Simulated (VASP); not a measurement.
```xyz
5
Lattice="6.0548 0.0000 0.0000 0.0000 6.0548 0.0000 0.0000 0.0000 6.0548" Properties=species:S:1:pos:R:3 pbc="T T T"
Cs     0.0000     0.0000     0.0000
Sn     3.0274     3.0274     3.0274
I      3.0274     0.0000     3.0274
I      0.0000     3.0274     3.0274
I      3.0274     3.0274     0.0000
```

Method: r2SCAN meta-GGA, VASP's PBE PAW potentials (set 64) (plane waves; VASP). Run with 520 eV cut-off, 4×4×4 Γ-centred mesh, Gaussian smearing of 0.050 eV, potentials Cs_sv Sn_d I.

Unless said otherwise, spin-orbit coupling is left out, though it shifts the bands of the heavy elements here.

### Question
What does the run give for the energy per atom (σ→0), pressure, band gap (on the k-mesh) with the smallest direct gap where there is one?

### Answer

* **band gap (on the k-mesh)**: 0.04 eV
* **smallest direct gap (on the k-mesh)**: 0.04 eV
* **energy per atom (σ→0)**: -25701 meV/atom
* **pressure**: 1.93 GPa

Only differences to runs with the same potentials and settings are physical.

The compound is CsSnI3 in the cubic perovskite structure, the ideal cubic form; the compound distorts at low or room temperature. This cell is one point of a volume scan, at 0.94 of the reference volume.
